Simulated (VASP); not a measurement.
Wanted: the native input for a VASP 6.6.1 run.

* Task: relaxation of the atoms
* Functional: PBE
* Potentials or basis: VASP PAW PBE potentials, release 64 (Fe, Ge_d)
* Cutoff: 450 eV
* k mesh: 5 × 5 × 5
* Occupations: methfessel-paxton, width 0.1 eV
* Spin: collinear spin, ferromagnetic start
* Starting moments: [4.0, 0.0, 0.0, 0.0, 0.0, 0.0, 0.0, 0.0] μB
* Monkhorst-Pack mesh: no

The structure of FeGe7 (a cell with a defect) lies in POSCAR:

```
FeGe7
1.0
    0.0000000000      0.0000000000     -5.7610020000
    0.0000000000     -5.7610020000      0.0000000000
   -5.7610020000      0.0000000000      0.0000000000
Fe Ge
1 7
Direct
    0.5000000000      0.5000000000      0.0000000000
    0.5000000000      0.0000000000      0.5000000000
    0.0000000000      0.5000000000      0.5000000000
    0.0000000000      0.0000000000      0.0000000000
    0.2500000000      0.2500000000      0.7500000000
    0.2500000000      0.7500000000      0.2500000000
    0.7500000000      0.2500000000      0.2500000000
    0.7500000000      0.7500000000      0.7500000000
```

The input as run:

INCAR

```
ALGO = Normal
AMIX = 0.2
AMIX_MAG = 0.8
BMIX = 1E-4
BMIX_MAG = 1E-4
EDIFF = 1E-6
EDIFFG = -0.025
ENCUT = 450
GGA = PE
IBRION = 2
ICORELEVEL = 1
ISIF = 2
ISMEAR = 1
ISPIN = 2
ISYM = 0
KPAR = 2
LASPH = True
LCHARG = False
LMAXMIX = 4
LORBIT = 11
LREAL = Auto
LWAVE = False
MAGMOM = 4 0 0 0 0 0 0 0
NELM = 150
NSW = 70
PREC = Normal
SIGMA = 0.1
```

KPOINTS

```
k-points
0
Gamma
  5 5 5
```

Potentials or basis: VASP PAW PBE potentials, release 64 (Fe, Ge_d).

Command:

```bash
$ cat potpaw_PBE.64/Fe/POTCAR potpaw_PBE.64/Ge_d/POTCAR > POTCAR
$ mpirun -np 2 vasp_std > vasp.out
```

It gave:

* Energy gained by relaxing: 14.4 meV/atom
* Ionic steps: 3
* Pressure after relaxing: -2.4 GPa
* Largest force after relaxing: 0.004 eV/Å
* Band gap on the k mesh: none (metal or under the smearing width)
* Net moment: 2.13 μB per cell
* Site moments: Fe +2.28; Ge +0.01, -0.06 μB
* Valence electrons inside the program's atomic spheres: Fe 7.04; Ge 12.31, 12.34

It took 10 min on 2 MPI ranks on Intel(R) Xeon(R) 6975P-C (Granite Rapids), with other jobs on the host, peak memory 0.72 GiB a rank.
